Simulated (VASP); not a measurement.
Level of theory: PBE GGA, VASP's PBE PAW potentials (set 64) (plane waves; VASP 6.6.1).

VASP input:

### INCAR
```
SYSTEM = NaF
PREC = Accurate; ENCUT = 530; LREAL = .FALSE.
LASPH = .TRUE.
EDIFF = 1E-6; NELM = 100; ALGO = Normal
ISMEAR = 0; SIGMA = 0.05
GGA = PE
IBRION = 2; NSW = 60; ISIF = 3
EDIFFG = -0.01
LWAVE = .FALSE.; LCHARG = .FALSE.
```

### POSCAR
```
NaF
1
    0.0000000000     2.3150000000     2.3150000000
    2.3150000000     0.0000000000     2.3150000000
    2.3150000000     2.3150000000     0.0000000000
Na F
1 1
Direct
  0.0000000000   0.0000000000   0.0000000000
  0.5000000000   0.5000000000   0.5000000000
```

**KPOINTS**
```
Automatic mesh
0
Gamma
9 9 9
0 0 0
```

POTCAR, in this order: Na_pv F (PBE.64 set). Program: vasp_std.

The resulting files:

File OSZICAR:
```
       N       E                     dE             d eps       ncg     rms          rms(c)
DAV:   1     0.114659466822E+03    0.11466E+03   -0.83868E+03   776   0.158E+03
DAV:   2    -0.267733102257E+01   -0.11734E+03   -0.10851E+03   810   0.377E+02
DAV:   3    -0.938229078898E+01   -0.67050E+01   -0.66845E+01   893   0.896E+01
DAV:   4    -0.945489880952E+01   -0.72608E-01   -0.72596E-01   848   0.100E+01
DAV:   5    -0.945573325714E+01   -0.83445E-03   -0.83444E-03   881   0.110E+00    0.542E+00
DAV:   6    -0.856868961848E+01    0.88704E+00   -0.38419E+00   928   0.189E+01    0.184E+00
DAV:   7    -0.855843810220E+01    0.10252E-01   -0.30011E-02   794   0.257E+00    0.104E+00
DAV:   8    -0.855979863222E+01   -0.13605E-02   -0.28094E-02   773   0.424E+00    0.120E-01
DAV:   9    -0.856063788931E+01   -0.83926E-03   -0.38938E-03   887   0.684E-01    0.858E-02
DAV:  10    -0.856055609993E+01    0.81789E-04   -0.52153E-04   800   0.334E-01    0.112E-02
DAV:  11    -0.856055410893E+01    0.19910E-05   -0.15459E-05   872   0.751E-02    0.332E-03
DAV:  12    -0.856055433970E+01   -0.23078E-06   -0.12355E-06   791   0.183E-02
   1 F= -.85605543E+01 E0= -.85605543E+01  d E =-.856055E+01
       N       E                     dE             d eps       ncg     rms          rms(c)
DAV:   1    -0.864380342741E+01   -0.83249E-01   -0.15292E+00   905   0.214E+01    0.219E+00
DAV:   2    -0.857331287013E+01    0.70491E-01   -0.28969E-01   929   0.597E+00    0.589E-01
DAV:   3    -0.856852993245E+01    0.47829E-02   -0.10193E-02   872   0.246E+00    0.302E-01
DAV:   4    -0.856652873921E+01    0.20012E-02   -0.16150E-03   878   0.149E+00    0.463E-02
DAV:   5    -0.856643982751E+01    0.88912E-04   -0.22947E-04   893   0.261E-01    0.121E-02
DAV:   6    -0.856642249514E+01    0.17332E-04   -0.32399E-05   896   0.114E-01    0.570E-03
DAV:   7    -0.856642212831E+01    0.36683E-06   -0.15489E-06   442   0.182E-02
   2 F= -.85664221E+01 E0= -.85664221E+01  d E =-.586779E-02
       N       E                     dE             d eps       ncg     rms          rms(c)
DAV:   1    -0.858613730410E+01   -0.19715E-01   -0.36503E-01   905   0.104E+01    0.107E+00
DAV:   2    -0.856917167007E+01    0.16966E-01   -0.70671E-02   926   0.293E+00    0.289E-01
DAV:   3    -0.856803550212E+01    0.11362E-02   -0.25992E-03   872   0.124E+00    0.149E-01
DAV:   4    -0.856754910409E+01    0.48640E-03   -0.39932E-04   875   0.738E-01    0.236E-02
DAV:   5    -0.856752570267E+01    0.23401E-04   -0.56753E-05   944   0.129E-01    0.601E-03
DAV:   6    -0.856752119241E+01    0.45103E-05   -0.77696E-06   836   0.567E-02    0.279E-03
DAV:   7    -0.856752112610E+01    0.66312E-07   -0.37158E-07   397   0.901E-03
   3 F= -.85675211E+01 E0= -.85675211E+01  d E =-.696679E-02
       N       E                     dE             d eps       ncg     rms          rms(c)
DAV:   1    -0.857112182066E+01   -0.36006E-02   -0.67867E-02   905   0.445E+00    0.465E-01
DAV:   2    -0.856795343174E+01    0.31684E-02   -0.13332E-02   926   0.127E+00    0.125E-01
DAV:   3    -0.856774565361E+01    0.20778E-03   -0.49337E-04   880   0.543E-01    0.647E-02
DAV:   4    -0.856765257253E+01    0.93081E-04   -0.75428E-05   883   0.320E-01    0.103E-02
DAV:   5    -0.856764742824E+01    0.51443E-05   -0.10605E-05   912   0.556E-02    0.262E-03
DAV:   6    -0.856764645039E+01    0.97785E-06   -0.14366E-06   571   0.248E-02
   4 F= -.85676465E+01 E0= -.85676465E+01  d E =-.709211E-02
```

File OUTCAR:
```
------------------------ aborting loop because EDIFF is reached ----------------------------------------
  FORCE on cell =-STRESS in cart. coord.  units (eV):
  Direction    XX          YY          ZZ          XY          YZ          ZX
  --------------------------------------------------------------------------------------
  Total       -0.0022353     -0.0022353     -0.0022353      0.0000000      0.0000000      0.0000000
  in kB       -0.1384541     -0.1384541     -0.1384541      0.0000000      0.0000000      0.0000000
  external PRESSURE =      -0.1384541 kB  Pullay stress =       0.0000000 kB
  volume of cell :       25.87
      direct lattice vectors                 reciprocal lattice vectors
     0.000000000  2.347309531  2.347309531    -0.213009828  0.213009828  0.213009828
     2.347309531  0.000000000  2.347309531     0.213009828 -0.213009828  0.213009828
     2.347309531  2.347309531  0.000000000     0.213009828  0.213009828 -0.213009828
  FREE ENERGIE OF THE ION-ELECTRON SYSTEM (eV)
  ---------------------------------------------------
  free  energy   TOTEN  =        -8.5676464504 eV

  energy  without entropy=       -8.5676464504  energy(sigma->0) =       -8.56764645

 reached required accuracy - stopping structural energy minimisation
```
(Selected blocks of OUTCAR.)

CONTCAR:
```
NaF
   1.00000000000000
     0.0000000000000000    2.3473095308663416    2.3473095308663416
     2.3473095308663416    0.0000000000000000    2.3473095308663416
     2.3473095308663416    2.3473095308663416    0.0000000000000000
  Na              F
     1     1
Direct
     0.0000000000000000    1.0000000000000000    1.0000000000000000
     0.5000000000000000    0.5000000000000000    0.5000000000000000
```

OUTCAR:
```
 val. band max:       -2.2484563936   @ k =   0.0000   0.0000   0.0000

 cond. band min:       3.8450101866   @ k =   0.0000   0.0000   0.0000


 Fermi energy:        -1.9448590377

 k-point     1 :       0.0000    0.0000    0.0000
  band No.  band energies     occupation
      1     -21.3588      2.00000
      2     -21.3138      2.00000
      3     -21.3138      2.00000
      4     -21.3138      2.00000
      5      -2.2485      2.00000
      6      -2.2485      2.00000
      7      -2.2485      2.00000
      8       3.8450      0.00000
      9      16.4480      0.00000
     10      16.4480      0.00000
     11      16.4481      0.00000

 k-point     2 :       0.1111    0.0000    0.0000
  band No.  band energies     occupation
      1     -21.5854      2.00000
      2     -21.3151      2.00000
      3     -21.3151      2.00000
      4     -21.0722      2.00000
      5      -2.4753      2.00000
      6      -2.2766      2.00000
      7      -2.2766      2.00000
      8       4.2706      0.00000
      9      14.9845      0.00000
     10      16.6254      0.00000
     11      16.6254      0.00000

 k-point     3 :       0.2222    0.0000    0.0000
  band No.  band energies     occupation
      1     -21.7924      2.00000
      2     -21.3183      2.00000
      3     -21.3183      2.00000
      4     -20.8279      2.00000
      5      -2.9701      2.00000
      6      -2.3470      2.00000
      7      -2.3470      2.00000
      8       5.3415      0.00000
      9      13.0779      0.00000
     10      17.0403      0.00000
     11      17.0403      0.00000

 k-point     4 :       0.3333    0.0000    0.0000
  band No.  band energies     occupation
      1     -21.9400      2.00000
      2     -21.3220      2.00000
      3     -21.3220      2.00000
      4     -20.6377      2.00000
      5      -3.4431      2.00000
      6      -2.4258      2.00000
      7      -2.4258      2.00000
      8       6.7038      0.00000
      9      11.4687      0.00000
...
```

Energy and stress use the plane-wave basis of the starting cell.

The compound is NaF in the rock salt structure. This run relaxes it. Symmetry was kept, so distortions that lower it aren't found.
